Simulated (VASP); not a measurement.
Runs of VASP 6.6.1 on TiCo. Symmetry: Pm-3m, No. 221, cubic system. Conventional cell: a = 2.986 Å, b = 2.986 Å, c = 2.986 Å, α = 90.00°, β = 90.00°, γ = 90.00°. Around Ti (site symmetry m-3m) lie 8 Co at 2.59 Å. Co (site symmetry m-3m) is surrounded by 8 Ti at 2.59 Å. The cell comes from a database or a generator and needn't be the stable form of this composition.

```csv
task,level,potentials or basis,spin,cell,cutoff (eV),gap on the mesh (eV),pressure (GPa),moment (μB),relaxed volume (Å³/atom)
relaxation of cell and atoms,PBEsol,"VASP PAW PBE potentials, release 64 (Ti, Co)","collinear, ferromagnetic start",relaxed,580,none,0.0,0.58,12.61
relaxation of cell and atoms,PBEsol,"VASP PAW PBE potentials, release 64 (Ti_sv, Co)","collinear, ferromagnetic start",relaxed,600,none,-0.1,0.57,12.64
single point,PBEsol,"VASP PAW PBE potentials, release 64 (Ti_sv, Co)","collinear, ferromagnetic start",as given,520,none,(a),0.77,-
relaxation of cell and atoms,PBEsol,"VASP PAW PBE potentials, release 64 (Ti_sv, Co)",off,relaxed,600,none,0.0,-,12.57
relaxation of cell and atoms,RPBE,"VASP PAW PBE potentials, release 64 (Ti_sv, Co)","collinear, ferromagnetic start",relaxed,600,none,0.0,0.90,(b)
```

Alike in all rows: k mesh 14 × 14 × 14; smearing gaussian 0.1 eV.

Problem. Estimate the missing entries.

Solution. (a) -8.2; (b) 13.65.

Caveats: the PAW data sets were made with another functional, which shifts forces and pressure a little.

A gap of «none» marks a metal or a gap under the smearing width.

The runs don't all hold the same shells in valence.
